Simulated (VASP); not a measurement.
Computed with PBE GGA, VASP's PBE PAW potentials (set 64) (plane waves; VASP).

A VASP calculation is set up with these files.

### KPOINTS
```
K-points
0
Gamma
10 10 8
0 0 0
```

### INCAR
```
SIGMA = 0.1
LWAVE = .FALSE.
ENCUT = 520   # plane-wave cut-off (eV)
EDIFFG = -0.02   # ionic stop
NELM = 100   # most electronic steps
ALGO = Normal
PREC = Accurate
LCHARG = .FALSE.
EDIFF = 1E-6
LREAL = .FALSE.   # projection in real space or not
IBRION = 2
ISMEAR = 1   # Methfessel-Paxton
GGA = PE
LASPH = .TRUE.
NSW = 60
ISIF = 3
SYSTEM = MgB2
```

File POSCAR:
```
MgB2
1
    1.5385864324    -2.6649093813    -0.0000000000
    1.5385864324     2.6649093813     0.0000000000
   -0.0000000000    -0.0000000000     3.4988336739
Mg B
1 2
Direct
  0.0000000000   0.0000000000   0.0000000000
  0.3333330000   0.6666670000   0.5000000000
  0.6666670000   0.3333330000   0.5000000000
```

POTCAR, in this order: Mg B (PBE.64 set). Program: vasp_std.

What VASP printed:

File OSZICAR:
```
       N       E                     dE             d eps       ncg     rms          rms(c)
DAV:   1     0.616044023858E+01    0.61604E+01   -0.39190E+03  1184   0.849E+02
DAV:   2    -0.166990711889E+02   -0.22860E+02   -0.21937E+02  1632   0.112E+02
DAV:   3    -0.170024957036E+02   -0.30342E+00   -0.30276E+00  1448   0.153E+01
DAV:   4    -0.170029572090E+02   -0.46151E-03   -0.46150E-03  1720   0.537E-01
DAV:   5    -0.170029573762E+02   -0.16721E-06   -0.16706E-06  1432   0.893E-03    0.523E+00
DAV:   6    -0.155868203454E+02    0.14161E+01   -0.23413E+00  1224   0.845E+00    0.255E+00
DAV:   7    -0.153261768445E+02    0.26064E+00   -0.12828E+00  1344   0.612E+00    0.740E-01
DAV:   8    -0.153254379689E+02    0.73888E-03   -0.72916E-02  1192   0.188E+00    0.297E-01
DAV:   9    -0.153212557554E+02    0.41822E-02   -0.13434E-02  1216   0.652E-01    0.541E-02
DAV:  10    -0.153212381998E+02    0.17556E-04   -0.11978E-03  1528   0.217E-01    0.276E-02
DAV:  11    -0.153212031852E+02    0.35015E-04   -0.16553E-04  1224   0.801E-02    0.199E-03
DAV:  12    -0.153212033491E+02   -0.16393E-06   -0.15478E-06  1400   0.115E-02
   1 F= -.15321203E+02 E0= -.15321331E+02  d E =-.153212E+02
       N       E                     dE             d eps       ncg     rms          rms(c)
DAV:   1    -0.153213724676E+02   -0.16928E-03   -0.28842E-03  1296   0.647E-01    0.356E-02
DAV:   2    -0.153213393728E+02    0.33095E-04   -0.58166E-05  1384   0.510E-02    0.182E-02
DAV:   3    -0.153213298892E+02    0.94835E-05   -0.24643E-05  1328   0.300E-02    0.384E-03
DAV:   4    -0.153213288433E+02    0.10459E-05   -0.76034E-07   776   0.648E-03    0.484E-04
DAV:   5    -0.153213287800E+02    0.63294E-07   -0.23875E-08   592   0.135E-03
   2 F= -.15321329E+02 E0= -.15321465E+02  d E =-.125431E-03
```

**OUTCAR**
```
------------------------ aborting loop because EDIFF is reached ----------------------------------------
  FORCE on cell =-STRESS in cart. coord.  units (eV):
  Direction    XX          YY          ZZ          XY          YZ          ZX
  --------------------------------------------------------------------------------------
  Total       -0.0463611     -0.0463611     -0.0069664      0.0000000     -0.0000000     -0.0000000
  in kB       -2.5773574     -2.5773565     -0.3872841      0.0000000     -0.0000000     -0.0000000
  external PRESSURE =      -1.8473327 kB  Pullay stress =       0.0000000 kB
  volume of cell :       28.82
      direct lattice vectors                 reciprocal lattice vectors
     1.541067457 -2.669206639 -0.000000000     0.324450431 -0.187321578 -0.000000000
     1.541067457  2.669206639 -0.000000000     0.324450431  0.187321578 -0.000000000
     0.000000000 -0.000000000  3.503129613     0.000000000 -0.000000000  0.285459035
 POSITION                                       TOTAL-FORCE (eV/Angst)
 -----------------------------------------------------------------------------------
      0.00000      0.00000     -0.00000        -0.000000     -0.000000     -0.000000
      1.54107      0.88974      1.75156        -0.000000     -0.000000      0.000000
      1.54107     -0.88974      1.75156         0.000000      0.000000     -0.000000
 -----------------------------------------------------------------------------------
    total drift:                                0.000000     -0.000000      0.000000
  FREE ENERGIE OF THE ION-ELECTRON SYSTEM (eV)
  ---------------------------------------------------
  free  energy   TOTEN  =       -15.3213287800 eV

  energy  without entropy=      -15.3217365342  energy(sigma->0) =      -15.32146470

 reached required accuracy - stopping structural energy minimisation
```
(Selected blocks of OUTCAR.)

**CONTCAR**
```
MgB2
   1.00000000000000
     1.5410674567501481   -2.6692066391518177   -0.0000000000000000
     1.5410674567501481    2.6692066391518177   -0.0000000000000000
     0.0000000000000000   -0.0000000000000000    3.5031296128077831
  Mg              B
     1     2
Direct
     0.0000000000000000    0.0000000000000000    0.0000000000000000
     0.3333330000000032    0.6666669999999968    0.5000000000000000
     0.6666669999999968    0.3333330000000032    0.5000000000000000
```

The compound is MgB2 in the AlB2 type structure. This run relaxes it. Symmetry was kept, so distortions that lower it aren't found. The start is the result of an earlier pass.
